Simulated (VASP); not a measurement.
An input for Quantum ESPRESSO's pw.x (written as the equivalent of a VASP run, and not itself run):

```
&CONTROL
  calculation = 'scf'
  pseudo_dir = './pseudo'
  outdir = './out'
  tprnfor = .true.
  tstress = .true.
/
&SYSTEM
  ibrav = 0
  nat = 2
  ntyp = 2
  ecutwfc = 90
  occupations = 'tetrahedra'
  input_dft = 'pz'
/
&ELECTRONS
  conv_thr = 7.3e-09
  electron_maxstep = 100
/
ATOMIC_SPECIES
  Al 26.982 Al.upf
  Fe 55.845 Fe.upf
CELL_PARAMETERS angstrom
     2.8130703   -0.0000000    0.0000000
     0.0000000    2.8130703    0.0000000
    -0.0000000   -0.0000000    2.8130703
ATOMIC_POSITIONS crystal
  Al   0.5000000  0.5000000  0.5000000
  Fe   0.0000000  0.0000000  0.0000000
K_POINTS automatic
  14 14 14 0 0 0
```

Task: Translate this input to VASP (INCAR, KPOINTS, POSCAR, choice of POTCAR).

Result: Several could match; the one computed here: 
**INCAR**
```
LREAL = .FALSE.
LASPH = .TRUE.   ! aspherical one-centre terms
ENCUT = 520   ! plane-wave cut-off (eV)
LMAXMIX = 4   ! l cut-off of mixed one-centre charges
NEDOS = 601   ! DOS grid
ALGO = Normal   ! blocked Davidson
LORBIT = 11
SYSTEM = FeAl
LCHARG = .TRUE.
LWAVE = .FALSE.
EDIFF = 1E-7   ! SCF stop (eV)
ISMEAR = -5   ! tetrahedra, Bloechl
NELM = 100
PREC = Accurate
ISIF = 2   ! forces and stress, cell fixed
```

KPOINTS:
```
Automatic mesh
0
Gamma
14 14 14
0 0 0
```

File POSCAR:
```
FeAl
1.0
  2.8130702887   0.0000000000   0.0000000000
  0.0000000000   2.8130702887   0.0000000000
  0.0000000000   0.0000000000   2.8130702887
Al Fe
1 1
Cart
  1.4065351444   1.4065351444   1.4065351444
  0.0000000000   0.0000000000   0.0000000000
```

POTCAR, in this order: Al Fe (LDA.64 set). Program: vasp_std.

Limits of the translation: the potentials are each code's own (VASP's PAW set, PseudoDojo norm-conserving files in pw.x), so ENCUT and ecutwfc are chosen apart and not converted; conv_thr bounds pw.x's estimated SCF error, while EDIFF bounds the energy change between steps.

The compound is FeAl in the CsCl type structure. It was relaxed first, which changed the volume by -10 %.
